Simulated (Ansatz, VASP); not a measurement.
# Cross-check of PtC between VASP and Ansatz

One calculation is typed for both programs; each brings its own data sets. How far apart do they land? The cell is generated by rule, not measured, and may not be a known phase. The cell is taken from a series of runs on this material, whose earlier steps may have relaxed, scaled, displaced or heated it; both programs get it as it stands.

Calculated with Ansatz 0.2.0; plane waves, with VASP 6.6.1 beside it; single point at PBE.

The structure was built from a prototype and need not be the compound's stable phase.

### Step 1. Set-up

The structure is hexagonal, space group P6_3/mcm (No. 193). The conventional cell has a = 5.802 Å, b = 5.802 Å, c = 8.825 Å, α = 90.00°, β = 90.00°, γ = 120.00°. Nearest to Pt lie 3 C at 1.92 to 1.94 Å. C has 3 Pt at 1.92 to 1.94 Å nearest. Farther neighbours are not listed.

### Step 2. Ansatz: single point, PBE, pair 1

Ansatz runs on its default PAW (the set named soft_2) files.

With cell and atoms fixed, the geometry can't cause a difference; cores, projectors, grids and the points listed under the comparison can.

Contents of input.yaml:

```yaml
crystal:
  lattice:
    - [-5.0247504398, -2.9010410191, 0.0]
    - [-5.0247504398, 2.901041019, 0.0]
    - [0.0, 0.0, -8.8253723278]
  atoms:
    - { symbol: Pt, position: [0.3333333333, 0.0045912133, 0.75] }
    - { symbol: Pt, position: [0.0045912138, 0.6620755364, 0.75] }
    - { symbol: Pt, position: [0.6620754529, 0.3333334168, 0.75] }
    - { symbol: Pt, position: [0.3333333333, 0.6620754534, 0.25] }
    - { symbol: Pt, position: [0.0045912138, 0.3333332498, 0.25] }
    - { symbol: Pt, position: [0.6620754529, 0.0045911302, 0.25] }
    - { symbol: C, position: [0.3333333333, 0.6735607436, 0.75] }
    - { symbol: C, position: [-0.0068940545, 0.3333334471, 0.75] }
    - { symbol: C, position: [0.6735607211, -0.0068939407, 0.75] }
    - { symbol: C, position: [0.3333333333, -0.0068940769, 0.25] }
    - { symbol: C, position: [-0.0068940545, 0.6735606073, 0.25] }
    - { symbol: C, position: [0.6735607211, 0.3333332195, 0.25] }
kpoints:
  mp_grid: { grid: [9, 9, 4] }
hamiltonian:
  xc: pbe
scf:
  occupations: { method: methfessel_paxton, width: 0.2 }
output:
  forces: true
  stress: true
  eigenvalues: true
```

Run with:

```
> ansatz run input.yaml --threads 4 --pin off --max-ram 7168MiB --backend cpu --events-out ev --progress --plain --runs-dir out
```

Numbers of over 12 decimals in the logs are rounded to 6 here.

Output:

```text
Warning: the atoms were moved onto the symmetric positions of the space group found under crystal.symmetry.tolerance 1.0e-5 (fractional; no operation is sought that the atoms, as they stand in a round, miss by more than twice it, and no atom is moved by as much as it), and the run uses the moved positions. Before a round's move an operation carried an atom to 1.14e-6 Å from where it should land, the largest such dist [...]
Engine: ansatz 0.2.0, x86_64-unknown-linux-gnu
Pseudopotentials: kind: paw
Pseudopotential: Pt, paw, valence charge 18, recommended cutoff 420 eV (normal), Pt.paw.azcp
Pseudopotential: C, paw, valence charge 4, recommended cutoff 420 eV (normal), C.paw.azcp
Functional definition: PBE
  parameter kappa = 0.804
  parameter beta = 0.066725
  exchange = pbe_x(kappa = kappa, mu = beta*pi^2/3)
  correlation = pbe_c(beta = beta)
Crystal: 12 atoms, lattice volume = 257.295 Å³
Basis set: ecut = 420 eV, 5057 PW (Γ), exchange–correlation on 80×80×120 points (8 copies of the dense FFT grid, shifted against one another)
Bands: 80, of which v1, the nominal top of the filled ones, is band 66 counted from 1 (65 counted from 0)
Symmetry: 24 space group operations
Space group: P63/mcm (ITA 193), of the structure as read, at distance tolerance 6.4e-5 Å
k-points: 36 of 324
Non-local potential: Pt, projectors of the file, l = 0: 3, l = 1: 2, l = 2: 2, l = 3: 1
Non-local potential: C, projectors of the file, l = 0: 2, l = 1: 2, l = 2: 1
PAW form: soft (Blöchl's): semilocal exchange-correlation on the pseudo side does not see the compensation charge
PAW one-centre angular grid: Pt, 590 points (default); XC on 64 Gauss nodes
PAW one-centre angular grid: C, 110 points (default); XC on 64 Gauss nodes
Initial density: superposition of atomic densities (neutral atoms: chi_scale 0, normalization atom), corrected by the library's trained network
Initial wavefunctions: pseudopotential atomic-orbital guess
Functional: x = pbe(κ = 0.804, μ = 0.219515), c = pbe(β = 0.066725)
SCF iter   1: F=—  HF=-76629.199701 eV  |F-HF|=—  |Δ(HF+E_count)|=         —  Δρ=9.54e-3  dr2=2.16e-1  ethr=1.77e-3  ⟨swp⟩=5.2  Hψ=10184  notcnv=0
preconditioner: auto → LDOS  [metal: Δε(μ)=0.024 eV  Ē_g=7.711 eV  σ=0.200 eV  W_gap=0.10  n_scr=54 (ndim 8)  ℏωp=21.2 eV  f_vac=0.256  D(μ)=6.51/eV (n_scr^D=36)  β→1.0]
SCF iter   2: F=—  HF=-76629.157587 eV  |F-HF|=—  |Δ(HF+E_count)|=   4.21e-2  S|Δr|=    0.00e0  Δρ=4.41e-3  dr2=4.31e-2  ethr=1.64e-4  ⟨swp⟩=2.0  Hψ=5066  notcnv=0  defer=1
SCF iter   3: F=—  HF=-76629.148343 eV  |F-HF|=—  |Δ(HF+E_count)|=   9.24e-3  S|Δr|=    0.00e0  Δρ=7.68e-4  dr2=1.69e-3  ethr=3.27e-5  ⟨swp⟩=2.0  Hψ=4531  notcnv=0  defer=1
SCF iter   4: F=—  HF=-76629.148127 eV  |F-HF|=—  |Δ(HF+E_count)|=   2.15e-4  S|Δr|=    0.00e0  Δρ=1.43e-4  dr2=5.28e-5  ethr=1.28e-6  ⟨swp⟩=2.2  Hψ=4397  notcnv=0  defer=1
SCF iter   5: F=—  HF=-76629.148334 eV  |F-HF|=—  |Δ(HF+E_count)|=   2.07e-4  S|Δr|=    0.00e0  Δρ=4.92e-5  dr2=1.08e-5  ethr=4.00e-8  ⟨swp⟩=2.0  Hψ=4336  notcnv=0  defer=1
SCF iter   6: F=—  HF=-76629.148333 eV  |F-HF|=—  |Δ(HF+E_count)|=   1.21e-6  S|Δr|=    0.00e0  Δρ=1.49e-5  dr2=5.19e-7  ethr=8.17e-9  ⟨swp⟩=2.1  Hψ=4250  notcnv=0  defer=1
SCF iter   7: F=-76629.148333 eV  HF=-76629.148333 eV  |F-HF|=1.10e-8  |Δ(HF+E_count)|=   2.15e-7  S|Δr|=    0.00e0  Δρ=2.68e-6  dr2=1.54e-8  ethr=7.58e-11  ⟨swp⟩=9.9  Hψ=11264  notcnv=0
SCF 1 converged in 7 iterations: F = -76629.148333 eV  dr2 = 1.54e-8
  greatest PAW one-centre occupation: 1.000 electrons in one spin orbital (limit 2), on the Pt atom at site 5 (counted from 0), in its partial waves of l = 0
SCF converged after 7 iterations
Stability not checked: this state was not tested for a lower state beside it, because cold or Methfessel-Paxton smearing, or corrected tetrahedra, fill the levels in a way that the test cannot read (fill_not_monotonic; see scf.lower_state_search)
Free energy (F): -76629.148333 eV
Harris-Foulkes:  -76629.148333 eV  (|F-HF|=1.10e-8)
Internal energy: -76629.154767 eV  (E = F + TS)
E sigma→0 (E₀):  -76629.149942 eV
Entropy (-TS):   0.006434 eV (0.536 meV/atom)
Fermi energy:    7.737739 eV
--- Per-component energies (eV) ---
  E_band       = -2561.536996
  E_kinetic    = 4318.960962
  E_local      = -19184.173837  (includes V_loc(G=0)·N_el)
  E_nonlocal   = 1355.669005
  E_hartree    = 7437.326331
  E_xc         = -1845.107207
  E_vxc        = -2154.349092  (∫ρ·V_xc dr)
  E_paw        = -57315.502955  (= ΣΔE_a)
  E_vpaw       = -1772.305896  (= ΣTr[D̂ρ^β])
  E_aug_tail   = 0.001301  (compensation charges beyond the density's cutoff)
  E_ewald      = -11396.328368
  E_smearing   = 0.006434  (= −TS)
  E_closure    = -0.000000  (closes the sum)
  Σ components = -76629.148333   (vs F -76629.148333, Δ=0.00e0)
--- Forces (eV/Å), atoms counted from 1 ---
  atom   1  Pt    -0.27035967     0.15609223     0.00000000
  atom   2  Pt     0.00000000    -0.31218445     0.00000000
  atom   3  Pt     0.27035967     0.15609223     0.00000000
  atom   4  Pt     0.27035967    -0.15609223     0.00000000
  atom   5  Pt    -0.27035967    -0.15609223     0.00000000
  atom   6  Pt    -0.00000000     0.31218445     0.00000000
  atom   7  C      0.00975289    -0.00563083     0.00000000
  atom   8  C     -0.00975289    -0.00563083     0.00000000
  atom   9  C     -0.00000000     0.01126167     0.00000000
  atom  10  C     -0.00975289     0.00563083     0.00000000
  atom  11  C      0.00000000    -0.01126167     0.00000000
  atom  12  C      0.00975289     0.00563083     0.00000000
  max |Σ_I F_I| component: 5.64e-17 eV/Å
--- Stress (GPa, compression-positive) ---
       -0.054497       0.000000       0.000000
        0.000000      -0.054497       0.000000
        0.000000       0.000000      -0.029809
  P = ⅓ Tr σ = -0.0463 GPa (-0.463 kbar)
--- Band table (eV; the first three rows and the last of 36) ---
  k-point 0: bands = [... 62 lower, 5.6768, 5.6768, 5.6804, 5.6804, 6.9506, 6.9506, 6.9698, 6.9698, ... 10 higher]
  k-point 1: bands = [... 62 lower, 5.6840, 5.6840, 5.6865, 5.6865, 6.9490, 6.9490, 6.9626, 6.9626, ... 10 higher]
  k-point 2: bands = [... 62 lower, 5.6919, 5.6919, 5.6919, 5.6919, 6.9514, 6.9514, 6.9514, 6.9514, ... 10 higher]
  k-point 35: bands = [... 62 lower, 7.6286, 7.6286, 7.6286, 7.6286, 8.3986, 8.3986, 8.4974, 8.4974, ... 10 higher]
```

The run ends at a pressure of -0.05 GPa, with forces up to 0.31 eV/Å.

### Step 3. VASP: single point, PBE, pair 1

The same cell, functional, mesh and smearing now go to VASP, with its own data sets.

Lines of VASP's logs that name or quote its potential files are left out, and so is its time.

Contents of INCAR:

```
SYSTEM = PtC
PREC = Accurate
ENCUT = 600
EDIFF = 1E-06
NELM = 120
ISMEAR = 1
SIGMA = 0.2
LREAL = .FALSE.
ALGO = Normal
GGA = PE
NBANDS = 54
LASPH = .TRUE.
LORBIT = 11
LWAVE = .FALSE.
LCHARG = .FALSE.
ISIF = 2
GGA_COMPAT = .FALSE.
KPAR = 2
```

Contents of POSCAR:

```
PtC
1.0
   -5.0247504398     -2.9010410191      0.0000000000
   -5.0247504398      2.9010410190      0.0000000000
    0.0000000000      0.0000000000     -8.8253723278
Pt C
6 6
Direct
    0.3333333333      0.0045912133      0.7500000000
    0.0045912138      0.6620755364      0.7500000000
    0.6620754529      0.3333334168      0.7500000000
    0.3333333333      0.6620754534      0.2500000000
    0.0045912138      0.3333332498      0.2500000000
    0.6620754529      0.0045911302      0.2500000000
    0.3333333333      0.6735607436      0.7500000000
    0.9931059455      0.3333334471      0.7500000000
    0.6735607211      0.9931060593      0.7500000000
    0.3333333333      0.9931059231      0.2500000000
    0.9931059455      0.6735606073      0.2500000000
    0.6735607211      0.3333332195      0.2500000000
```

Contents of KPOINTS:

```
Automatic mesh
0
Gamma
9 9 4
0 0 0
```

Potentials, in the order of the species: Pt and C (PBE family, release 64).

Run with:

```
> mpirun -np 2 vasp_std
```

Output:

```text
[banner, memory and clock lines left out]
running    2 mpi-ranks, on    1 nodes
 distrk:  each k-point on    1 cores,    2 groups
 distr:  one band on    1 cores,    1 groups

 POSCAR found type information on POSCAR PtC
 POSCAR found :  2 types and      12 ions
 LDA part: xc-table for (Slater+PW92), standard interpolation
 POSCAR, INCAR and KPOINTS ok, starting setup
 FFT: planning ... GRIDC
 FFT: planning ... GRID_SOFT
 FFT: planning ... GRID
 WAVECAR not read
 entering main loop
       N       E                     dE             d eps       ncg     rms          rms(c)
DAV:   1     0.531607678842E+03    0.53161E+03   -0.42608E+04  3888   0.156E+03
DAV:   2    -0.449100339165E+02   -0.57652E+03   -0.54397E+03  4456   0.299E+02
DAV:   3    -0.887240711917E+02   -0.43814E+02   -0.42335E+02  4936   0.759E+01
DAV:   4    -0.902361475988E+02   -0.15121E+01   -0.14946E+01  4706   0.145E+01
DAV:   5    -0.902860436638E+02   -0.49896E-01   -0.49856E-01  4940   0.265E+00    0.526E+01
DAV:   6    -0.797439055918E+02    0.10542E+02   -0.80439E+01  4586   0.433E+01    0.201E+01
DAV:   7    -0.774903576318E+02    0.22535E+01   -0.15551E+01  4014   0.208E+01    0.129E+01
DAV:   8    -0.772935965525E+02    0.19676E+00   -0.12560E+00  4480   0.491E+00    0.335E+00
DAV:   9    -0.772161190545E+02    0.77477E-01   -0.19035E-01  4446   0.228E+00    0.500E-01
DAV:  10    -0.772180844516E+02   -0.19654E-02   -0.33471E-02  4558   0.712E-01    0.138E-01
DAV:  11    -0.772181094845E+02   -0.25033E-04   -0.21192E-03  4184   0.217E-01    0.955E-02
DAV:  12    -0.772179996068E+02    0.10988E-03   -0.41615E-04  4596   0.107E-01    0.191E-02
DAV:  13    -0.772180048618E+02   -0.52550E-05   -0.73069E-05  4288   0.408E-02    0.911E-03
DAV:  14    -0.772180032110E+02    0.16508E-05   -0.75486E-06  4446   0.102E-02    0.210E-03
DAV:  15    -0.772180032470E+02   -0.36061E-07   -0.26413E-07  2238   0.253E-03
   1 F= -.77218003E+02 E0= -.77220845E+02  d E =0.852581E-02
```

From OUTCAR (step 3):

```text
ion  position               nearest neighbor table
   1  0.333  0.005  0.750-   7 1.92   9 1.94   8 1.94   3 3.30   2 3.30   2 3.37   3 3.37   3 3.37
                             2 3.37
   2  0.005  0.662  0.750-   9 1.92   7 1.94   8 1.94   3 3.30   1 3.30   1 3.37   1 3.37   3 3.37
                             3 3.37
   3  0.662  0.333  0.750-   8 1.92   7 1.94   9 1.94   2 3.30   1 3.30   1 3.37   1 3.37   2 3.37
                             2 3.37
   4  0.333  0.662  0.250-  10 1.92  11 1.94  12 1.94   5 3.30   6 3.30   6 3.37   5 3.37   6 3.37
                             5 3.37
   5  0.005  0.333  0.250-  12 1.92  10 1.94  11 1.94   6 3.30   4 3.30   4 3.37   4 3.37   6 3.37
                             6 3.37
   6  0.662  0.005  0.250-  11 1.92  10 1.94  12 1.94   5 3.30   4 3.30   4 3.37   4 3.37   5 3.37
                             5 3.37
   7  0.333  0.674  0.750-   1 1.92   2 1.94   3 1.94
   8  0.993  0.333  0.750-   3 1.92   2 1.94   1 1.94
   9  0.674  0.993  0.750-   2 1.92   3 1.94   1 1.94
  10  0.333  0.993  0.250-   4 1.92   5 1.94   6 1.94
  11  0.993  0.674  0.250-   6 1.92   5 1.94   4 1.94
  12  0.674  0.333  0.250-   5 1.92   6 1.94   4 1.94

  LATTYP: Found a hexagonal cell.
 ALAT       =     5.8020820380
 C/A-ratio  =     1.5210698970

 Subroutine GETGRP returns: Found 24 space group operations
 (whereof  6 operations were pure point group operations)

The static configuration has the point symmetry D_3 .
 The point group associated with its full space group is D_6h.

 Found     36 irreducible k-points:

   k-points           NKPTS =     36   k-points in BZ     NKDIM =     36   number of bands    NBANDS=     54

   dimension x,y,z NGX =    48 NGY =   48 NGZ =   72
   dimension x,y,z NGXF=    96 NGYF=   96 NGZF=  144

   ENCUT  =  600.0 eV  44.10 Ry    6.64 a.u.  11.59 11.59 17.63*2*pi/ulx,y,z

   NELECT =      84.0000    total number of electrons

 k-points in reciprocal lattice and weights: Automatic mesh
   0.00000000  0.00000000  0.00000000       0.003
   0.11111111 -0.00000000  0.00000000       0.019
   0.22222222 -0.00000000  0.00000000       0.019
   0.33333333 -0.00000000  0.00000000       0.019
   0.44444444 -0.00000000  0.00000000       0.019
   0.22222222  0.11111111  0.00000000       0.019
   0.33333333  0.11111111  0.00000000       0.037
   0.44444444  0.11111111  0.00000000       0.037
  -0.44444444  0.11111111  0.00000000       0.019
[...]
-0.44444444  0.22222222  0.50000000       0.037
  -0.33333333  0.33333333  0.50000000       0.006

 average (electrostatic) potential at core
       1 -72.2155       2 -72.2156       3 -72.2156       4 -72.2155       5 -72.2156
       6 -72.2156       7 -53.3287       8 -53.3287       9 -53.3287      10 -53.3287
      11 -53.3287      12 -53.3287

 E-fermi :   2.9908

 k-point     1 :       0.0000    0.0000    0.0000
  band No.  band energies     occupation
    ...
     42       0.9721      2.00000
     43       2.1826      2.00000
     44       2.1826      2.00000
     45       2.2022      2.00000
     46       2.2022      2.00000
     47       5.3710     -0.00000
     48       5.3710     -0.00000
     49       5.3818     -0.00000
     50       5.3818     -0.00000
     51       7.1203      0.00000
    ...

 k-point     2 :       0.1111   -0.0000    0.0000
  band No.  band energies     occupation
    ...
     42       1.2192      2.00000
     43       2.4042      2.00027
     44       2.4157      2.00037
     45       2.4612      2.00117
     46       2.4674      2.00135
     47       5.1744     -0.00000
     48       5.1915     -0.00000
     49       5.3396     -0.00000
     50       5.3455     -0.00000
     51       7.1747      0.00000
    ...

 k-point     3 :       0.2222   -0.0000    0.0000
  band No.  band energies     occupation
    ...
     40       1.2434      2.00000
     41       1.2848      2.00000
     42       1.8966      2.00000
     43       2.8286      1.98565
     44       2.8588      1.89040
     45       3.1249      0.10154
     46       3.1358      0.06335
     47       4.7481     -0.00000
     48       4.8705     -0.00000
     49       5.0694     -0.00000
    ...

  Total        0.6060022      0.6060022     -0.1182012      0.0000000     -0.0000000      0.0000000
  in kB        3.7735785      3.7735785     -0.7360395      0.0000000     -0.0000000      0.0000000
  external PRESSURE =       2.2703725 kB  Pullay stress =       0.0000000 kB

  energy-cutoff  :      600.00
  volume of cell :      257.30
      direct lattice vectors                 reciprocal lattice vectors
    -5.024750440 -2.901041019  0.000000000    -0.099507429 -0.172351924  0.000000000
    -5.024750440  2.901041019  0.000000000    -0.099507429  0.172351924  0.000000000
     0.000000000  0.000000000 -8.825372328     0.000000000  0.000000000 -0.113309667

 POSITION                                       TOTAL-FORCE (eV/Angst)
 -----------------------------------------------------------------------------------
     -1.69799     -0.95369     -6.61903        -0.275133      0.158848      0.000000
     -3.34983      1.90739     -6.61903        -0.000000     -0.317696      0.000000
     -5.00168     -0.95369     -6.61903         0.275133      0.158848     -0.000000
     -5.00168      0.95369     -2.20634         0.275133     -0.158848      0.000000
     -1.69799      0.95369     -2.20634        -0.275133     -0.158848     -0.000000
     -3.34983     -1.90739     -2.20634        -0.000000      0.317696      0.000000
     -5.05939      0.98701     -6.61903         0.001413     -0.000816     -0.000000
     -6.66503     -1.91403     -6.61903        -0.001413     -0.000816      0.000000
     -8.37458      0.92701     -6.61903        -0.000000      0.001631     -0.000000
     -6.66503      1.91403     -2.20634        -0.001413      0.000816      0.000000
     -8.37458     -0.92701     -2.20634        -0.000000     -0.001631     -0.000000
     -5.05939     -0.98701     -2.20634         0.001413      0.000816     -0.000000
 -----------------------------------------------------------------------------------
    total drift:                               -0.000048     -0.000002      0.000007

  FREE ENERGIE OF THE ION-ELECTRON SYSTEM (eV)
  ---------------------------------------------------
  free  energy   TOTEN  =       -77.2180032470 eV

  energy  without entropy=      -77.2265290594  energy(sigma->0) =      -77.22084518

 total charge
# of ion       s       p       d       tot
------------------------------------------
    1        0.880   0.667   8.055   9.602
    2        0.880   0.667   8.055   9.602
    3        0.880   0.667   8.055   9.602
    4        0.880   0.667   8.055   9.602
    5        0.880   0.667   8.055   9.602
    6        0.880   0.667   8.055   9.602
    7        0.913   1.402   0.000   2.315
    8        0.913   1.402   0.000   2.315
    9        0.913   1.402   0.000   2.315
   10        0.913   1.402   0.000   2.315
   11        0.913   1.402   0.000   2.315
   12        0.913   1.402   0.000   2.315
--------------------------------------------------
tot         10.757  12.413  48.330  71.500

[... 3 further parts left out ...]
```

The run ends at a pressure of 0.23 GPa, with forces up to 0.32 eV/Å.

### Step 4. Differences

Known differences besides the potentials themselves: the data sets hold 132 valence electrons in Ansatz (on its default PAW (the set named soft_2) files) and 84 in VASP; the cutoff is 420 eV in Ansatz and 600 eV in VASP. Total energies have different zeros and are not compared.

Compared:

```tsv
quantity	Ansatz	VASP	difference
pressure (GPa)	-0.05	0.23	-0.27
```

Forces on 9 of the 12 atoms, those with the largest forces and the largest differences (eV/Å; atoms numbered as in POSCAR):

```tsv
atom	Ansatz x, y, z	VASP x, y, z
Pt1	-0.270, 0.156, 0.000	-0.275, 0.159, 0.000
Pt2	0.000, -0.312, 0.000	0.000, -0.318, 0.000
Pt3	0.270, 0.156, 0.000	0.275, 0.159, 0.000
Pt4	0.270, -0.156, 0.000	0.275, -0.159, 0.000
Pt5	-0.270, -0.156, 0.000	-0.275, -0.159, 0.000
Pt6	0.000, 0.312, 0.000	0.000, 0.318, 0.000
C9	0.000, 0.011, 0.000	0.000, 0.002, 0.000
C11	0.000, -0.011, 0.000	0.000, -0.002, 0.000
C12	0.010, 0.006, 0.000	0.001, 0.001, 0.000
```

The forces differ by 4.5 meV/Å r.m.s., which is 3.5 % of the r.m.s. force of 0.130 eV/Å (both taken over all components).

(Part 1 of 2 ends here.)

[Lines on the potential files, build, host, timing and source positions are cut from VASP's logs without a mark.]

[Logs are printed without paths, hosts, clocks, repeated set-up lines and the standing remarks that a program may print on its own settings, such as how far it seeks lower states.]

[Hosts, paths, dates, database ids (printed as entryN), source tags and the programs' standing remarks are cut or masked in the printed files.]
